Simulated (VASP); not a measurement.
**TaGa: structure and properties in VASP**

Wanted: the relaxed cell of TaGa and its properties. The steps: rough relaxation of the start cell, relaxing cell and atoms (PW91), density, ELF and potential (PW91), band structure (PW91) and density of states (PW91). The cell is invented: it takes the structure of a Materials Project entry for VGa (space group 187 there), with some of its atoms replaced by other elements, volume scaled by an estimate. It may not be a known or stable phase.

Main program and level: VASP 6.6.1; PW91; plane waves and PAW (Ta_pv, Ga_d); invented cell.

**1. Set-up**

Before any relaxation, the start is as follows. Symmetry: P-6m2, No. 187, hexagonal system. The conventional cell has a = 2.912 Å, b = 2.912 Å, c = 4.567 Å, α = 90.00°, β = 90.00°, γ = 120.00°. Nearest to Ta lie 6 Ga at 2.84 Å and 6 Ta at 2.91 Å. Nearest to Ga lie 6 Ta at 2.84 Å and 6 Ga at 2.91 Å. It derives from VGa. it takes the structure of a Materials Project entry for VGa (space group 187 there), with some of its atoms replaced by other elements, volume scaled by an estimate. Farther neighbours are not listed.

**2. Rough relaxation of the start cell**

The start is only an estimate, so a cheap relaxation brings it near a minimum before any careful run. PW91 is the forerunner of PBE and gives much the same.

The input, INCAR:

```
SYSTEM = TaGa
PREC = Normal
ENCUT = 400
EDIFF = 1E-05
NELM = 60
ISMEAR = -1
SIGMA = 0.05
LREAL = .FALSE.
ALGO = Fast
GGA = 91
NBANDS = 18
LORBIT = 11
LWAVE = .FALSE.
LCHARG = .FALSE.
IBRION = 2
NSW = 40
ISIF = 3
EDIFFG = -0.04
```

The input, POSCAR:

```
TaGa
1.0
    2.9117060000      0.0000000000      0.0000000000
   -1.4558530000      2.5216110000      0.0000000000
    0.0000000000      0.0000000000      4.5671110000
Ta Ga
1 1
Direct
    0.6666666700      0.3333333300      0.0000000000
    0.0000000000      0.0000000000      0.5000000000
```

The input, KPOINTS:

```
Automatic mesh
0
Gamma
6 6 4
0 0 0
```

PAW data sets: Ta_pv and Ga_d (PBE family, release 64).

Started as:

```
> mpirun -np 1 vasp_std
```

Log:

```text
[banner, memory and clock lines left out]
running    1 mpi-ranks, on    1 nodes
 distrk:  each k-point on    1 cores,    1 groups
 distr:  one band on    1 cores,    1 groups

 POSCAR found type information on POSCAR TaGa
 POSCAR found :  2 types and       2 ions
|                                                                             |
|               ----> ADVICE to this user running VASP <----                  |
|                                                                             |
|     You enforced a specific xc type in the INCAR file but a different       |
|     [... a line on the potential file left out ...]
|     I HOPE YOU KNOW WHAT YOU ARE DOING!                                     |
|                                                                             |

 LDA part: xc-table for (Slater(with rela. corr.)+CA(PZ))
 , standard interpolation
 POSCAR, INCAR and KPOINTS ok, starting setup
 FFT: planning ... GRIDC
 FFT: planning ... GRID_SOFT
 FFT: planning ... GRID
 WAVECAR not read
 entering main loop
       N       E                     dE             d eps       ncg     rms          rms(c)
DAV:   1     0.129660728383E+03    0.12966E+03   -0.11452E+04   780   0.186E+03
DAV:   2    -0.867377813366E+01   -0.13833E+03   -0.13586E+03   848   0.358E+02
DAV:   3    -0.154976391805E+02   -0.68239E+01   -0.67698E+01   904   0.749E+01
DAV:   4    -0.155902407909E+02   -0.92602E-01   -0.92505E-01   904   0.860E+00
DAV:   5    -0.155915490823E+02   -0.13083E-02   -0.13082E-02   910   0.106E+00    0.135E+01
RMM:   6    -0.150529780506E+02    0.53857E+00   -0.50658E-01   797   0.623E+00    0.653E+00
RMM:   7    -0.149153350549E+02    0.13764E+00   -0.52990E-01   808   0.540E+00    0.499E-01
RMM:   8    -0.149143897230E+02    0.94533E-03   -0.31853E-02   850   0.157E+00    0.369E-01
RMM:   9    -0.149142732950E+02    0.11643E-03   -0.69873E-03   970   0.559E-01    0.153E-01
RMM:  10    -0.149142485999E+02    0.24695E-04   -0.12515E-03   895   0.224E-01    0.105E-01
RMM:  11    -0.149142503029E+02   -0.17030E-05   -0.38514E-04   778   0.132E-01    0.699E-02
RMM:  12    -0.149142487413E+02    0.15616E-05   -0.11483E-04   673   0.685E-02    0.114E-02
RMM:  13    -0.149142506409E+02   -0.18996E-05   -0.34457E-05   584   0.373E-02
   1 F= -.14914251E+02 E0= -.14908779E+02  d E =-.149143E+02
 curvature:   0.00 expect dE= 0.000E+00 dE for cont linesearch  0.000E+00
 trial: gam= 0.00000 g(F)=  0.106E-47 g(S)=  0.661E-01 ort = 0.000E+00 (trialstep = 0.100E+01)
 search vector abs. value=  0.661E-01
 bond charge predicted
       N       E                     dE             d eps       ncg     rms          rms(c)
DAV:   1    -0.158732348380E+02   -0.95899E+00   -0.18500E+01   996   0.640E+01    0.642E+00
RMM:   2    -0.150841617772E+02    0.78907E+00   -0.10834E+00   801   0.112E+01    0.272E+00
RMM:   3    -0.149149804163E+02    0.16918E+00   -0.49524E-01   802   0.713E+00    0.734E-01
RMM:   4    -0.149033212541E+02    0.11659E-01   -0.50403E-02   852   0.205E+00    0.414E-01
RMM:   5    -0.149010542163E+02    0.22670E-02   -0.59659E-03   914   0.708E-01    0.864E-02
RMM:   6    -0.149010857519E+02   -0.31536E-04   -0.14582E-03   928   0.305E-01    0.480E-02
RMM:   7    -0.149011009791E+02   -0.15227E-04   -0.22460E-04   882   0.123E-01    0.234E-02
RMM:   8    -0.149011057937E+02   -0.48146E-05   -0.67671E-05   732   0.673E-02
   2 F= -.14901106E+02 E0= -.14894910E+02  d E =0.131448E-01
 trial-energy change:    0.013145  1 .order    0.014094   -0.066071    0.094259
 step:   0.4207(harm=  0.4121)  dis= 0.00000  next Energy=   -14.928221 (dE=-0.140E-01)
 bond charge predicted
       N       E                     dE             d eps       ncg     rms          rms(c)
DAV:   1    -0.152611184985E+02   -0.36002E+00   -0.57922E+00   994   0.325E+01    0.386E+00
RMM:   2    -0.149858791483E+02    0.27524E+00   -0.44502E-01   799   0.730E+00    0.155E+00
RMM:   3    -0.149326442646E+02    0.53235E-01   -0.12665E-01   803   0.341E+00    0.489E-01
RMM:   4    -0.149288056299E+02    0.38386E-02   -0.14632E-02   854   0.103E+00    0.303E-01
RMM:   5    -0.149276593901E+02    0.11462E-02   -0.20815E-03   888   0.473E-01    0.918E-02
RMM:   6    -0.149275901046E+02    0.69285E-04   -0.41279E-04   906   0.189E-01    0.219E-02
RMM:   7    -0.149275966470E+02   -0.65423E-05   -0.85818E-05   685   0.738E-02
   3 F= -.14927597E+02 E0= -.14921790E+02  d E =-.133460E-01
 curvature:  -0.21 expect dE=-0.246E-04 dE for cont linesearch -0.131E-05
 trial: gam=-0.00800 g(F)=  0.332E-44 g(S)=  0.120E-03 ort = 0.648E-03 (trialstep = 0.884E+00)
 search vector abs. value=  0.113E-03
 reached required accuracy - stopping structural energy minimisation
```

Run time: 4.6 s. Hardware: 1 MPI rank of Intel Xeon 6975P-C (Granite Rapids), shared host; peak memory 0.12 GiB.

Lines that name or quote the potential files are left out of all logs, and their timing lines are given in words.

OUTCAR, selected parts (step 2):

```text
ion  position               nearest neighbor table
   1  0.667  0.333  0.000-   2 2.84   2 2.84   2 2.84   2 2.84   2 2.84   2 2.84
   2  0.000  0.000  0.500-   1 2.84   1 2.84   1 2.84   1 2.84   1 2.84   1 2.84

  LATTYP: Found a hexagonal cell.
 ALAT       =     2.9117060000
 C/A-ratio  =     1.5685343919

 Subroutine GETGRP returns: Found 12 space group operations
 (whereof 12 operations were pure point group operations)

The static configuration has the point symmetry D_3h.

 Found     21 irreducible k-points:

   k-points           NKPTS =     21   k-points in BZ     NKDIM =     21   number of bands    NBANDS=     18

   dimension x,y,z NGX =    14 NGY =   14 NGZ =   24
   dimension x,y,z NGXF=    28 NGYF=   28 NGZF=   48

   ENCUT  =  400.0 eV  29.40 Ry    5.42 a.u.   4.75  4.75  7.45*2*pi/ulx,y,z

   NELECT =      24.0000    total number of electrons

 k-points in reciprocal lattice and weights: Automatic mesh
   0.00000000  0.00000000  0.00000000       0.007
   0.16666667  0.00000000  0.00000000       0.042
   0.33333333  0.00000000  0.00000000       0.042
   0.50000000  0.00000000  0.00000000       0.021
   0.16666667  0.16666667  0.00000000       0.042
   0.33333333  0.16666667  0.00000000       0.083
   0.33333333  0.33333333  0.00000000       0.014
   0.00000000  0.00000000  0.25000000       0.014
   0.16666667  0.00000000  0.25000000       0.083
[...]
0.33333333  0.16666667  0.50000000       0.083
   0.33333333  0.33333333  0.50000000       0.014

 average (electrostatic) potential at core
       1 -36.5482       2 -63.9442

 E-fermi :   6.3243

 k-point     1 :       0.0000    0.0000    0.0000
  band No.  band energies     occupation
    ...
      7      -8.3406      2.00000
      8      -8.3406      2.00000
      9      -4.3663      2.00000
     10       2.1409      2.00000
     11       4.2976      2.00000
     12       7.0138      0.00000
     13       7.0138      0.00000
     14       9.7664      0.00000
     15       9.7664      0.00000
     16      11.1450      0.00000
    ...

 k-point     2 :       0.1667    0.0000    0.0000
  band No.  band energies     occupation
    ...
      8      -8.3508      2.00000
      9      -3.6438      2.00000
     10       3.0734      2.00000
     11       4.0235      2.00000
     12       6.1021      1.97676
     13       7.9283      0.00000
     14       9.4385      0.00000
     15      10.0419      0.00000
     16      10.9229      0.00000
     17      13.9907      0.00000
    ...

 k-point     3 :       0.3333    0.0000    0.0000
  band No.  band energies     occupation
    ...
      8      -8.3556      2.00000
      9      -1.6132      2.00000
     10       3.4891      2.00000
     11       3.6654      2.00000
     12       5.4292      2.00000
     13       8.8585      0.00000
     14       9.4174      0.00000
     15      10.2938      0.00000
     16      10.7074      0.00000
     17      12.2421      0.00000
    ...

  Total       -0.0205308     -0.0205308      0.0641602      0.0000000     -0.0000000      0.0000000
  in kB       -0.9529840     -0.9529838      2.9781495      0.0000000     -0.0000000      0.0000000
  external PRESSURE =       0.3573939 kB  Pullay stress =       0.0000000 kB

  energy-cutoff  :      400.00
  volume of cell :       34.52
      direct lattice vectors                 reciprocal lattice vectors
     2.939077520  0.000000000  0.000000000     0.340242812  0.196439308  0.000000000
    -1.469538760  2.545315421  0.000000000     0.000000000  0.392878616  0.000000000
     0.000000000 -0.000000000  4.613998402     0.000000000 -0.000000000  0.216731761

 POSITION                                       TOTAL-FORCE (eV/Angst)
 -----------------------------------------------------------------------------------
      1.46954      0.84844      0.00000         0.000000     -0.000000      0.000000
      0.00000     -0.00000      2.30700        -0.000000      0.000000      0.000000
 -----------------------------------------------------------------------------------
    total drift:                               -0.000004      0.000004      0.000000

  FREE ENERGIE OF THE ION-ELECTRON SYSTEM (eV)
  ---------------------------------------------------
  free  energy   TOTEN  =       -14.9275966470 eV

  energy  without entropy=      -14.9159836517  energy(sigma->0) =      -14.92179015

 reached required accuracy - stopping structural energy minimisation

 total charge
# of ion       s       p       d       tot
------------------------------------------
    1        0.334   6.162   2.334   8.831
    2        0.932   0.791   9.979  11.701
--------------------------------------------------
tot          1.266   6.953  12.313  20.532

[... 3 further parts left out ...]
```

CONTCAR:

```
TaGa
   1.00000000000000
     2.9390775195787877    0.0000000000000000    0.0000000000000000
    -1.4695387597893939    2.5453154210201436    0.0000000000000000
     0.0000000000000000   -0.0000000000000000    4.6139984017984714
  Ta              Ga
     1     1
Direct
     0.6666666699999979    0.3333333300000021    0.0000000000000000
     0.0000000000000000    0.0000000000000000    0.5000000000000000
```

The k-mesh is coarse for a metal. This relaxation is a rough one on cheap settings, only to bring the start near its minimum. The PAW data sets were made with PBE, which is usual practice but a small mismatch for other functionals. The run keeps the 12 symmetry operations of its start, so it cannot find a distortion of lower symmetry.

Step by step:

```tsv
step	energy less that of the first step (eV)	largest force (eV/Å)	pressure (GPa)	volume (Å³)
1	0.0000	0.0000	4.56	33.53
2	0.0131	0.0000	-6.09	35.90
3	-0.0133	0.0000	0.04	34.52
```

```tsv
conventional cell, symmetrised	before	after	change
a (Å)	2.912	2.939	+0.9 %
b (Å)	2.912	2.939	+0.9 %
c (Å)	4.567	4.614	+1.0 %
volume (Å³/atom)	16.77	17.26	+2.9 %
```

Final coordinates:

```xyz
2
Lattice="2.9391 0.0000 0.0000 -1.4695 2.5453 0.0000 0.0000 0.0000 4.6140" Properties=species:S:1:pos:R:3 pbc="T T T"
Ta    1.4695    0.8484    0.0000
Ga    0.0000    0.0000    2.3070
```

Numbers from this step:

```yaml
electrons: 24
bands: 18
irreducible_k_points: 21
symmetry_operations: 12
free_energy_toten: -14.93 eV
energy_at_zero_smearing: -14.92 eV
fermi_energy: 6.324 eV
pressure: 0.03574 GPa
metallic: yes
scf_cycles_over_all_ionic_steps: 28
```

It ends with forces that vanish by symmetry and a pressure of 0.04 GPa.

(Continued in part 2 of 3.)

[Lines on the potential files, build, host, timing and source positions are cut from VASP's logs without a mark.]

[Logs are printed without paths, hosts, clocks, repeated set-up lines and the standing remarks that a program may print on its own settings, such as how far it seeks lower states.]

[Hosts, paths, dates, database ids (printed as entryN), source tags and the programs' standing remarks are cut or masked in the printed files.]

[A measured line is paired with the nearest computed mode of its activity, which favours agreement.]
